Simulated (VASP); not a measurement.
# SiF: relaxation of the atoms with r2SCAN

SiF:

```
Si F
1.0
     3.02860    0.00000    0.00000
     0.00000    3.02860    0.00000
     0.00000    0.00000    3.02860
Si F
1 1
Direct
  0.50120 0.51170 0.50105
  0.99234 0.00479 0.00797
```

The cell was built by a generator and needn't be a form met in nature.

The cell isn't the ideal one: atoms moved at random, drawn with an rms of 0.05 Å.

| Quantity | Value |
| --- | --- |
| Program | VASP 6.6.1 |
| Task | relaxation of the atoms |
| Functional | r2SCAN |
| Potentials or basis | VASP PAW PBE potentials, release 64 (Si, F) |
| Cutoff | 520 eV |
| k mesh | 7 × 7 × 7 |
| Occupations | gaussian, width 0.05 eV |
| Spin | no spin polarisation |
| Further INCAR settings | ALGO = Normal; EDIFF = 1e-06; IBRION = 2; EDIFFG = -0.02; NSW = 60 |

```yaml
Energy_gained_by_relaxing: 296.4 meV/atom
Ionic_steps: 46
Pressure_after_relaxing: 15.9 GPa
Largest_force_after_relaxing: 0.010 eV/Å
Band_gap_on_the_k_mesh: none (metal or under the smearing width)
```

Forces in eV/Å, atoms in the order of the input:
```
Si  -0.003 -0.009 -0.003
F    0.003  0.009  0.003
```

Stress tensor (GPa, compression positive):
```
-11.22   0.00   0.10
  0.00  35.18  -0.02
  0.10  -0.02  23.87
```

Step by step:
| step | energy change (eV) | largest force (eV/Å) | pressure (GPa) |
| --- | --- | --- | --- |
| 1 | 0.0000 | 0.0398 | -0.47 |
| 3 | -0.0007 | 0.0563 | -0.45 |
| 5 | -0.0071 | 0.1306 | -0.33 |
| 7 | -0.0946 | 0.5151 | 0.96 |
| 9 | 8.8215 | 53.5986 | 136.39 |
| 11 | -0.3435 | 0.4610 | 11.66 |
| 13 | -0.3502 | 0.2129 | 9.87 |
| 15 | -0.3772 | 0.4066 | 9.25 |
| 17 | -0.4198 | 0.4862 | 9.85 |
| 19 | -0.4353 | 0.3482 | 10.75 |
| 21 | -0.4814 | 0.3809 | 12.46 |
| 23 | -0.4949 | 0.4716 | 12.06 |
| 25 | -0.4982 | 0.5040 | 11.68 |
| 27 | -0.5082 | 0.5122 | 11.27 |
| 29 | -0.5437 | 0.2360 | 13.27 |
| 31 | -0.5464 | 0.2032 | 13.91 |
| 33 | -0.5506 | 0.2066 | 14.17 |
| 35 | -0.5817 | 0.1370 | 14.83 |
| 37 | -0.5867 | 0.0682 | 15.21 |
| 39 | -0.5876 | 0.0740 | 15.50 |
| 41 | -0.5906 | 0.0766 | 15.49 |
| 43 | -0.5920 | 0.0531 | 15.98 |
| 45 | -0.5927 | 0.0239 | 15.99 |
| 46 | -0.5928 | 0.0100 | 15.94 |

Final structure:
```yaml
crystal:
  lattice:
    - [3.02860, 0.00000, 0.00000]
    - [0.00000, 3.02860, 0.00000]
    - [0.00000, 0.00000, 3.02860]
  atoms:
    - { symbol: Si, position: [0.74800, 0.50884, 0.57878] }
    - { symbol: F, position: [0.74555, 0.00765, 0.93025] }
```

Levels at points of the mesh, in eV from the Fermi level:
| k point | band 2 | band 3 | band 4 | band 5 | band 6 | band 7 | band 8 | band 9 |
| --- | --- | --- | --- | --- | --- | --- | --- | --- |
| (0.00, 0.00, 0.00) | -10.84 | -10.06 | -8.84 | -8.57 | 3.28 | 5.03 | 6.13 | 6.64 |

Wall time 20 min on 1 thread of Intel(R) Xeon(R) 6975P-C (Granite Rapids), with other jobs on the host, peak memory 0.2 GiB.

Caveat: the PAW data sets were made with another functional, which shifts forces and pressure a little; an odd number of electrons without spin polarisation forces a metal; a magnetic or distorted state may lie lower.
